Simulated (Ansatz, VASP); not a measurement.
## LuBrO (LuBrO (P4/nmm)): VASP beside Ansatz

Aim: how closely do two programs agree when they are given the same cell, functional and k mesh? The two relaxations start from unlike cells of this crystal (the structure described is Ansatz's start), so only their ends are compared.

Method: plane waves, with VASP 6.6.1 beside it; relaxation of cell and atoms at PBEsol, in Ansatz 0.2.0.

**1. The starting structure**

Symmetry: P4/nmm, No. 129, tetragonal system. Conventional cell: a = 3.726 Å, b = 3.726 Å, c = 8.746 Å, α = 90.00°, β = 90.00°, γ = 90.00°. Lu has 4 O at 2.16 Å and 5 Br at 3.11 to 3.83 Å and 8 Lu at 3.41 to 3.73 Å nearest. Nearest to Br lie 5 Lu at 3.11 to 3.83 Å. Nearest to O lie 4 Lu at 2.16 Å. Farther neighbours and most contacts between anions are not listed.

Coordinates:

```cif
data_structure
_symmetry_space_group_name_H-M 'P 1'
_symmetry_Int_Tables_number 1
_cell_length_a 3.7259
_cell_length_b 3.7259
_cell_length_c 8.7463
_cell_angle_alpha 90.000
_cell_angle_beta 90.000
_cell_angle_gamma 90.000
_cell_volume 121.42
loop_
_atom_site_label
_atom_site_type_symbol
_atom_site_fract_x
_atom_site_fract_y
_atom_site_fract_z
_atom_site_occupancy
Lu1 Lu 0.00000 0.50000 0.37604 1
Lu2 Lu 0.50000 0.00000 0.62396 1
Br3 Br 0.50000 0.00000 0.18643 1
Br4 Br 0.00000 0.50000 0.81357 1
O5 O 0.00000 0.00000 0.50000 1
O6 O 0.50000 0.50000 0.50000 1
```

**2. Ansatz: relaxation of cell and atoms, PBEsol**

Ansatz runs on its PAW soft_1 files.

The relaxed volume is the usual yardstick between codes: in a stiff, nearly cubic crystal its relative difference is about their pressure difference at one cell divided by the bulk modulus.

input.yaml

```yaml
crystal:
  lattice:
    - [3.7258934, 0.0, 0.0]
    - [0.0, 3.7258934, 0.0]
    - [0.0, 0.0, 8.7463128]
  atoms:
    - { symbol: Lu, position: [0.0, 0.5, 0.37604287] }
    - { symbol: Lu, position: [0.5, 0.0, 0.62395713] }
    - { symbol: Br, position: [0.5, 0.0, 0.18643491] }
    - { symbol: Br, position: [0.0, 0.5, 0.81356509] }
    - { symbol: O, position: [0.0, 0.0, 0.5] }
    - { symbol: O, position: [0.5, 0.5, 0.5] }
basis:
  ecutwfc: 420
  xc_grid: 2
hamiltonian:
  xc: pbesol
  pseudopotentials: { kind: paw, azcp: { folder: soft_1 }, xc_functional: pbe }
kpoints:
  mp_grid: { grid: [8, 8, 3] }
scf:
  occupations: { method: fixed }
  max_iter: 100
relax:
  f_tol: 0.005
  max_steps: 60
  cell: {}
output:
  forces: true
  stress: true
checkpoint:
  write: "../cell.run"
  compress: false
  write_wavefunctions: false
  write_every: 100000
```

Launch:

```sh
ansatz run input.yaml --threads 4 --pin off --max-ram 17899MiB --backend cpu --events-out ev --progress --plain --runs-dir out
```

Numbers of over 12 decimals in the logs are rounded to 6 here.

Output:

```text
Engine: ansatz 0.2.0, aarch64-unknown-linux-gnu
Pseudopotentials: kind: paw
Pseudopotential: Lu, paw, valence charge 25, recommended cutoff 420 eV (normal), soft_1/Lu.paw.azcp
Pseudopotential: Br, paw, valence charge 7, recommended cutoff 420 eV (normal), soft_1/Br.paw.azcp
Pseudopotential: O, paw, valence charge 6, recommended cutoff 420 eV (normal), soft_1/O.paw.azcp
Functional definition: PBEsol
  exchange = pbesol_x
  correlation = pbesol_c
Crystal: 6 atoms, lattice volume = 121.419 Å³
Basis set: ecut = 420 eV, 2373 PW (Γ), exchange–correlation on 50×50×120 points (8 copies of the dense FFT grid, shifted against one another)
Bands: 46, of which v1, the nominal top of the filled ones, is band 38 counted from 1 (37 counted from 0)
Symmetry: 16 space group operations
Space group: P4/nmm (ITA 129), of the structure as read, at distance tolerance 5.0e-5 Å
k-points: 30 of 192
Non-local potential: Lu, projectors of the file, l = 0: 3, l = 1: 2, l = 2: 2, l = 3: 3
Non-local potential: Br, projectors of the file, l = 0: 2, l = 1: 2, l = 2: 2
Non-local potential: O, projectors of the file, l = 0: 2, l = 1: 2, l = 2: 1
PAW form: soft (Blöchl's): semilocal exchange-correlation on the pseudo side does not see the compensation charge
PAW frozen core: Lu, regenerated for the run's functional, and the local potential with it (the file was generated under x = pbe(κ = 0.804, μ = 0.219515), c = pbe(β = 0.066725))
PAW frozen core: Br, regenerated for the run's functional, and the local potential with it (the file was generated under x = pbe(κ = 0.804, μ = 0.219515), c = pbe(β = 0.066725))
PAW frozen core: O, regenerated for the run's functional, and the local potential with it (the file was generated under x = pbe(κ = 0.804, μ = 0.219515), c = pbe(β = 0.066725))
PAW one-centre angular grid: Lu, 590 points (default); XC on 64 Gauss nodes
PAW one-centre angular grid: Br, 110 points (default); XC on 64 Gauss nodes
PAW one-centre angular grid: O, 110 points (default); XC on 64 Gauss nodes
Initial density: superposition of atomic densities (chi_scale 0.1, normalization cell, long waves kept (reshape's long-wave potential 0.30 eV rms))
Initial wavefunctions: pseudopotential atomic-orbital guess
Functional: x = pbesol(κ = 0.804, μ = 0.123457), c = pbesol(β = 0.046)
SCF iter   1: F=—  HF=-35836.946097 eV  |F-HF|=—  |Δ(HF+E_count)|=         —  Δρ=8.44e-2  dr2=2.67e1  ethr=3.10e-3  ⟨swp⟩=5.0  Hψ=5186  notcnv=0  defer=123
preconditioner: auto → Resta (q_TF=auto, 2.523 Å⁻¹)  ε∞=4.5  [insulator: Δε(μ)=1.566 eV  Ē_g=15.320 eV  n_scr=38 (ndim 8)  ℏωp=28.6 eV  f_vac=0.118  ε∞_Penn≈4.5]
SCF iter   2: F=—  HF=-35832.024934 eV  |F-HF|=—  |Δ(HF+E_count)|=    4.92e0  Δρ=2.69e-2  dr2=1.46e0  ethr=3.10e-3  ⟨swp⟩=4.6  Hψ=3855  notcnv=0  defer=156
SCF iter   3: F=—  HF=-35831.411071 eV  |F-HF|=—  |Δ(HF+E_count)|=   6.14e-1  Δρ=2.12e-2  dr2=8.02e-1  ethr=1.92e-3  ⟨swp⟩=4.4  Hψ=3111  notcnv=0  defer=110
automatic band count: iteration 3 solves 44 bands in place of 46: the levels show a gap, and the empty bands left out lie too high to hold charge; the band table lists the bands solved (type scf.n_extra_bands for more)
SCF iter   4: F=—  HF=-35831.075566 eV  |F-HF|=—  |Δ(HF+E_count)|=   3.36e-1  Δρ=9.49e-3  dr2=1.67e-1  ethr=1.06e-3  ⟨swp⟩=3.8  Hψ=2966  notcnv=0  defer=115
SCF iter   5: F=—  HF=-35831.078126 eV  |F-HF|=—  |Δ(HF+E_count)|=   2.56e-3  Δρ=4.95e-3  dr2=2.02e-2  ethr=2.20e-4  ⟨swp⟩=4.5  Hψ=2954  notcnv=0  defer=90
automatic band count: iteration 5 solves 43 bands in place of 44: the levels show a gap, and the empty bands left out lie too high to hold charge; the band table lists the bands solved (type scf.n_extra_bands for more)
SCF iter   6: F=—  HF=-35831.079796 eV  |F-HF|=—  |Δ(HF+E_count)|=   1.67e-3  Δρ=3.90e-3  dr2=1.50e-2  ethr=2.66e-5  ⟨swp⟩=4.3  Hψ=2688  notcnv=0  defer=90
SCF iter   7: F=—  HF=-35831.076487 eV  |F-HF|=—  |Δ(HF+E_count)|=   3.31e-3  Δρ=4.91e-4  dr2=2.53e-4  ethr=1.97e-5  ⟨swp⟩=2.8  Hψ=2258  notcnv=0  defer=90
SCF iter   8: F=—  HF=-35831.076975 eV  |F-HF|=—  |Δ(HF+E_count)|=   4.87e-4  Δρ=2.02e-4  dr2=6.38e-5  ethr=3.33e-7  ⟨swp⟩=3.2  Hψ=3225  notcnv=0  defer=90
SCF iter   9: F=—  HF=-35831.077022 eV  |F-HF|=—  |Δ(HF+E_count)|=   4.77e-5  Δρ=4.39e-5  dr2=4.18e-6  ethr=8.39e-8  ⟨swp⟩=2.0  Hψ=2492  notcnv=0  defer=89
SCF iter  10: F=—  HF=-35831.077028 eV  |F-HF|=—  |Δ(HF+E_count)|=   5.26e-6  Δρ=1.66e-5  dr2=3.56e-7  ethr=5.50e-9  ⟨swp⟩=2.1  Hψ=2430  notcnv=0  defer=89
SCF iter  11: F=-35831.077028 eV  HF=-35831.077028 eV  |F-HF|=2.87e-9  |Δ(HF+E_count)|=   2.62e-7  Δρ=5.35e-6  dr2=2.53e-8  ethr=1.32e-10  ⟨swp⟩=6.2  Hψ=7115  notcnv=0
SCF 1 converged in 11 iterations: F = -35831.077028 eV  dr2 = 2.53e-8
  greatest PAW one-centre occupation: 0.998 electrons in one spin orbital (limit 2), on the Lu atom at site 1 (counted from 0), in its partial waves of l = 0
[...]
Initial wavefunctions: pseudopotential atomic-orbital guess (no wavefunctions were taken with the density)
iter 1 solved again at ethr=1.28e-7 eV; its pass at ethr=3.10e-3 eV (dr2=9.77e-5 eV) is discarded
SCF iter   1: F=—  HF=-35831.091539 eV  |F-HF|=—  |Δ(HF+E_count)|=         —  Δρ=8.23e-5  dr2=1.11e-6  ethr=1.28e-7  ⟨swp⟩=4.0  Hψ=10280  notcnv=0  defer=180
preconditioner: auto → Resta (q_TF=auto, 2.531 Å⁻¹)  ε∞=5.4  [insulator: Δε(μ)=4.220 eV  Ē_g=13.768 eV  n_scr=38 (ndim 8)  ℏωp=28.9 eV  f_vac=0.124  ε∞_Penn≈5.4]
SCF iter   2: F=—  HF=-35831.091506 eV  |F-HF|=—  |Δ(HF+E_count)|=   3.27e-5  Δρ=4.15e-5  dr2=4.26e-7  ethr=1.45e-9  ⟨swp⟩=2.7  Hψ=2923  notcnv=0  defer=173
SCF iter   3: F=—  HF=-35831.091506 eV  |F-HF|=—  |Δ(HF+E_count)|=   3.63e-7  Δρ=1.93e-5  dr2=5.38e-8  ethr=5.60e-10  ⟨swp⟩=2.1  Hψ=2431  notcnv=0  defer=172
SCF iter   4: F=—  HF=-35831.091506 eV  |F-HF|=—  |Δ(HF+E_count)|=   9.74e-8  Δρ=3.63e-6  dr2=8.24e-9  ethr=7.08e-11  ⟨swp⟩=3.6  Hψ=3357  notcnv=0  defer=172
SCF iter   5: F=—  HF=-35831.091506 eV  |F-HF|=—  |Δ(HF+E_count)|=   4.42e-9  Δρ=1.37e-6  dr2=7.43e-10  ethr=1.08e-11  ⟨swp⟩=3.0  Hψ=3090  notcnv=0  defer=172
SCF iter   6: F=—  HF=-35831.091506 eV  |F-HF|=—  |Δ(HF+E_count)|=  8.88e-10  Δρ=4.83e-7  dr2=1.81e-10  ethr=1.00e-12  ⟨swp⟩=2.6  Hψ=2508  notcnv=0  defer=172
SCF iter   7: F=-35831.091506 eV  HF=-35831.091506 eV  |F-HF|=1.46e-11  |Δ(HF+E_count)|=  3.64e-11  Δρ=8.11e-8  dr2=8.99e-12  ethr=1.00e-12  ⟨swp⟩=6.0  Hψ=7098  notcnv=0
SCF 7 converged in 7 iterations: F = -35831.091506 eV  dr2 = 8.99e-12
relax step   7: F+E_penalty+E_count = -35831.09150641 eV  Δ(F+E_penalty+E_count) = +2.125e-3 eV  max|allowed force component| = 1.110e-3 eV/Å  Δτ_max = 0.0000 Å  P = -0.034 GPa  Ω = 119.267 Å³  stress off target by 5.57e-2 GPa  SCF on the basis re-selected at this cell (its energy is not comparable with the rows above)  (7 SCF iters)
[...]
relax step   8: F+E_penalty+E_count = -35831.09232201 eV  Δ(F+E_penalty+E_count) = -8.156e-4 eV  max|allowed force component| = 6.354e-4 eV/Å  Δτ_max = 0.0132 Å  P = -0.007 GPa  Ω = 118.665 Å³  energy of the carried Pulay correction = +6.975e-4 eV  (9 SCF iters, dr2 threshold 7.77e-9 eV, accepted)
[...]
relax step   9: F+E_penalty+E_count = -35831.09169741 eV  Δ(F+E_penalty+E_count) = +6.246e-4 eV  max|allowed force component| = 6.779e-4 eV/Å  Δτ_max = 0.0000 Å  P = -0.011 GPa  Ω = 118.665 Å³  stress off target by 1.62e-2 GPa  SCF on the basis re-selected at this cell (its energy is not comparable with the rows above)  (6 SCF iters)
basis re-selected at this cell: Δ(F+E_penalty+E_count) = +6.246e-4 eV, ΔP = -0.005 GPa vs the last step (what re-selecting the basis moved, of the pressure what is left beyond the Pulay correction that the steps carried, after the strain that the cell walked since its last selection, with what the two solves' SCF thresholds leave and, on support functions, any second-order correction that the steps lacked; it is no m [...]
SCF converged after 6 iterations
Free energy (F): -35831.091697 eV
Harris-Foulkes:  -35831.091697 eV  (|F-HF|=1.46e-11)
Internal energy: -35831.091697 eV  (E = F + TS)
E sigma→0 (E₀):  -35831.091697 eV
Fermi energy:    7.905701 eV
--- Per-component energies (eV) ---
  E_band       = -138.180242
  E_kinetic    = 1443.891049
  E_local      = -22402.821215  (includes V_loc(G=0)·N_el)
  E_nonlocal   = 1581.408113
  E_hartree    = 9847.682596
  E_xc         = -948.106539
  E_vxc        = -909.443466  (∫ρ·V_xc dr)
  E_paw        = -19453.403387  (= ΣΔE_a)
  E_vpaw       = 453.418945  (= ΣTr[D̂ρ^β])
  E_aug_tail   = 0.001536  (compensation charges beyond the density's cutoff)
  E_ewald      = -5902.382737
  E_core_change = 2.638887  (= ΣΔE_core)
  E_smearing   = -0.000000  (= −TS)
  E_closure    = 0.000000  (closes the sum)
  Σ components = -35831.091697   (vs F -35831.091697, Δ=0.00e0)
--- Forces (eV/Å), atoms counted from 1 ---
  atom   1  Lu    -0.00000000     0.00000000    -0.00067793
  atom   2  Lu     0.00000000     0.00000000     0.00067793
  atom   3  Br    -0.00000000     0.00000000    -0.00058266
  atom   4  Br     0.00000000     0.00000000     0.00058266
  atom   5  O      0.00000000     0.00000000    -0.00000000
  atom   6  O     -0.00000000     0.00000000     0.00000000
  max |Σ_I F_I| component: 8.35e-17 eV/Å
--- Stress (GPa, compression-positive) ---
       -0.016221       0.000000      -0.000000
        0.000000      -0.016221       0.000000
       -0.000000       0.000000      -0.001744
  P = ⅓ Tr σ = -0.0114 GPa (-0.114 kbar)
--- Relaxed structure (7 steps of the walk, 7 accepted, 2 SCFs on fresh bases) ---
  F+E_penalty+E_count = -35831.09169741 eV   max|allowed force component| = 6.779e-4 eV/Å   (the final SCF, on the basis selected at the relaxed cell)
  cell:  # Å, volume = 118.6655 Å³
    - [3.727275, 0.0, 0.0]
    - [0.0, 3.727275, 0.0]
    - [0.0, 0.0, 8.541647]
  atoms:
    - { symbol: Lu, position: [0, 0.500000, 0.370273] }
    - { symbol: Lu, position: [0.500000, 0, 0.629727] }
    - { symbol: Br, position: [0.500000, 0, 0.178949] }
    - { symbol: Br, position: [0, 0.500000, 0.821051] }
    - { symbol: O, position: [0, 0, 0.5] }
    - { symbol: O, position: [0.500000, 0.500000, 0.5] }
```

[end of part 1 of 2]

[Lines on the potential files, build, host, timing and source positions are cut from VASP's logs without a mark.]

[Logs are printed without paths, hosts, clocks, repeated set-up lines and the standing remarks that a program may print on its own settings, such as how far it seeks lower states.]

[Hosts, paths, dates, database ids (printed as entryN), source tags and the programs' standing remarks are cut or masked in the printed files.]
